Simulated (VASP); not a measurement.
```
CELL_PARAMETERS angstrom
      0.00000     2.51046     2.51046
      2.51046     0.00000     2.51046
      2.51046     2.51046     0.00000
ATOMIC_POSITIONS crystal
  Hf 0.00000 0.00000 0.00000
  O  0.25000 0.25000 0.25000
  O  0.75000 0.75000 0.75000
```

The numbers are results of optB86b-vdW, VASP's PBE PAW potentials (set 64) (plane waves; VASP), not measurements. Settings: 520 eV cut-off, 7×7×7 Γ-centred mesh, Gaussian smearing of 0.050 eV, potentials Hf_pv O.

### Question
The ions, cell shape and volume are relaxed. Which structure does the run end with?

### Answer

```
CELL_PARAMETERS angstrom
      0.00000     2.52401     2.52401
      2.52401     0.00000     2.52401
      2.52401     2.52401     0.00000
ATOMIC_POSITIONS crystal
  Hf 0.00000 0.00000 0.00000
  O  0.25000 0.25000 0.25000
  O  0.75000 0.75000 0.75000
```
Space group Fm-3m (225), at a tolerance of 0.03 Å.

### Question
How do energy and volume change from the first to the last step?

### Answer
The energy (σ→0) changes by -2.3 meV/atom and the volume by +1.6 %, in 3 ionic steps.

| step | E(σ→0) (eV) | max force (eV/Å) | pressure (GPa) | volume (Å³) |
|---|---|---|---|---|
| 1 | -25.1261 | 0.000 | 4.41 | 31.64 |
| 2 | -25.1158 | 0.000 | -6.46 | 32.99 |
| 3 | -25.1330 | 0.000 | -0.04 | 32.16 |

The compound is HfO2 in the fluorite structure, the high-temperature cubic form, which is unstable at 0 K; the monoclinic form is the stable one. This run relaxes it. Symmetry was kept, so distortions that lower it aren't found.
